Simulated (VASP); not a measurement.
Output of a VASP run:

OSZICAR:
```
       N       E                     dE             d eps       ncg     rms          rms(c)
DAV:   1     0.391704758686E+03    0.39170E+03   -0.11369E+04  2520   0.158E+03
DAV:   2    -0.342025685383E+01   -0.39513E+03   -0.38895E+03  3594   0.693E+02
DAV:   3    -0.285752250977E+02   -0.25155E+02   -0.24516E+02  4234   0.205E+02
DAV:   4    -0.289681276206E+02   -0.39290E+00   -0.38894E+00  3943   0.241E+01
DAV:   5    -0.289744121759E+02   -0.62846E-02   -0.62603E-02  4199   0.307E+00    0.946E+00
DAV:   6    -0.236154589753E+02    0.53590E+01   -0.74701E+00  2975   0.442E+01    0.202E+00
DAV:   7    -0.216403374714E+02    0.19751E+01   -0.14005E+00  3293   0.114E+01    0.102E+00
DAV:   8    -0.232402037929E+02   -0.15999E+01   -0.70342E-01  3066   0.710E+00    0.686E-01
DAV:   9    -0.227667589622E+02    0.47344E+00   -0.44372E-01  2520   0.805E+00    0.296E-01
DAV:  10    -0.227276430857E+02    0.39116E-01   -0.39403E-02  3542   0.319E+00    0.245E-01
DAV:  11    -0.227323664323E+02   -0.47233E-02   -0.80605E-03  3507   0.143E+00    0.210E-01
DAV:  12    -0.226942176813E+02    0.38149E-01   -0.25511E-02  2548   0.185E+00    0.595E-02
DAV:  13    -0.227070294532E+02   -0.12812E-01   -0.93770E-03  3049   0.133E+00    0.604E-02
DAV:  14    -0.227055351160E+02    0.14943E-02   -0.77687E-04  3636   0.283E-01    0.489E-02
DAV:  15    -0.227051006338E+02    0.43448E-03   -0.41618E-05  3566   0.813E-02    0.471E-02
DAV:  16    -0.227047449204E+02    0.35571E-03   -0.35067E-04  2702   0.207E-01    0.290E-02
DAV:  17    -0.227046307810E+02    0.11414E-03   -0.23937E-05  4256   0.589E-02    0.234E-02
DAV:  18    -0.227045553200E+02    0.75461E-04   -0.41184E-05  2828   0.738E-02    0.128E-02
DAV:  19    -0.227045559032E+02   -0.58319E-06   -0.25517E-05  3688   0.555E-02    0.605E-03
DAV:  20    -0.227045479178E+02    0.79854E-05   -0.48268E-06  3426   0.211E-02    0.462E-03
DAV:  21    -0.227045496527E+02   -0.17350E-05   -0.23251E-06  3402   0.189E-02    0.190E-03
DAV:  22    -0.227045479064E+02    0.17464E-05   -0.38472E-07  2408   0.868E-03    0.123E-03
DAV:  23    -0.227045492299E+02   -0.13236E-05   -0.21802E-07  2464   0.761E-03    0.423E-04
DAV:  24    -0.227045483202E+02    0.90970E-06   -0.39630E-08  1582   0.385E-03    0.363E-04
DAV:  25    -0.227045478725E+02    0.44772E-06   -0.22688E-08  1512   0.334E-03    0.158E-04
DAV:  26    -0.227045478174E+02    0.55153E-07   -0.83892E-09  1449   0.204E-03
   1 F= -.22704548E+02 E0= -.22704212E+02  d E =-.227045E+02
       N       E                     dE             d eps       ncg     rms          rms(c)
DAV:   1    -0.227046516254E+02   -0.10375E-03   -0.16893E-02  2716   0.284E+00    0.812E-02
DAV:   2    -0.227046333237E+02    0.18302E-04   -0.12911E-03  3717   0.565E-01    0.522E-02
DAV:   3    -0.227045878268E+02    0.45497E-04   -0.10362E-04  3778   0.219E-01    0.587E-03
DAV:   4    -0.227046073978E+02   -0.19571E-04   -0.32398E-05  3649   0.895E-02    0.249E-03
DAV:   5    -0.227045913404E+02    0.16057E-04   -0.47009E-06  2822   0.282E-02    0.171E-03
DAV:   6    -0.227045987314E+02   -0.73909E-05   -0.96656E-07  2958   0.160E-02    0.671E-04
DAV:   7    -0.227045920962E+02    0.66351E-05   -0.84094E-07  2844   0.142E-02    0.257E-04
DAV:   8    -0.227045942122E+02   -0.21160E-05   -0.50756E-08  1512   0.425E-03    0.144E-04
DAV:   9    -0.227045937474E+02    0.46478E-06   -0.10305E-08  1414   0.236E-03    0.810E-05
DAV:  10    -0.227045938432E+02   -0.95726E-07   -0.42510E-09  1379   0.144E-03
   2 F= -.22704594E+02 E0= -.22704273E+02  d E =-.460258E-04
```

File OUTCAR:
```
------------------------ aborting loop because EDIFF is reached ----------------------------------------
  FORCE on cell =-STRESS in cart. coord.  units (eV):
  Direction    XX          YY          ZZ          XY          YZ          ZX
  --------------------------------------------------------------------------------------
  Total       -0.4921057     -0.4921057     -0.4662068      0.0000000     -0.0000000     -0.0000000
  in kB      -15.3349692    -15.3349683    -14.5279095      0.0000000     -0.0000000     -0.0000000
  external PRESSURE =     -15.0659490 kB  Pullay stress =       0.0000000 kB
  volume of cell :       51.41
      direct lattice vectors                 reciprocal lattice vectors
     1.682245134 -2.913733956  0.000000000     0.297221843 -0.171601116  0.000000000
     1.682245134  2.913733956  0.000000000     0.297221843  0.171601116 -0.000000000
     0.000000000  0.000000000  5.244654694    -0.000000000  0.000000000  0.190670322
 POSITION                                       TOTAL-FORCE (eV/Angst)
 -----------------------------------------------------------------------------------
      1.68225      0.97125      1.31116         0.000000      0.000000      0.000000
      1.68225     -0.97125      3.93349        -0.000000     -0.000000      0.000000
 -----------------------------------------------------------------------------------
    total drift:                                0.000000      0.000700     -0.000013
  FREE ENERGIE OF THE ION-ELECTRON SYSTEM (eV)
  ---------------------------------------------------
  free  energy   TOTEN  =       -22.7045938432 eV

  energy  without entropy=      -22.7036317524  energy(sigma->0) =      -22.70427315

 reached required accuracy - stopping structural energy minimisation
```
(Selected blocks of OUTCAR.)

**POSCAR**
```
Sc
1
    1.6831084093    -2.9152291903     0.0000000000
    1.6831084093     2.9152291903     0.0000000000
    0.0000000000     0.0000000000     5.2392760566
Sc
2
Direct
  0.3333330000   0.6666670000   0.2500000000
  0.6666670000   0.3333330000   0.7500000000
```

Write an INCAR and KPOINTS that could have produced this output.

This is not unique; one that fits is the input of the run itself, r2SCAN meta-GGA, plane waves, VASP's PBE PAW potentials (set 64).

File KPOINTS:
```
Regular mesh
0
Gamma
 13 13 7
```

**INCAR**
```
ALGO = Normal
EDIFF = 1E-7
EDIFFG = -0.01
ENCUT = 520
IBRION = 2
ISIF = 4
ISMEAR = 1
LASPH = .True.
LCHARG = .False.
LMAXMIX = 4
LMIXTAU = .True.
LREAL = .False.
LWAVE = .False.
METAGGA = R2SCAN
NELM = 100
NSW = 30
PREC = Accurate
SIGMA = 0.1
SYSTEM = Sc
```

POTCAR, in this order: Sc_sv (PBE.64 set). Program: vasp_std.

The compound is Sc in the hcp structure. This cell is one point of a volume scan, at 1.03 of the reference volume. Symmetry was kept, so distortions that lower it aren't found.
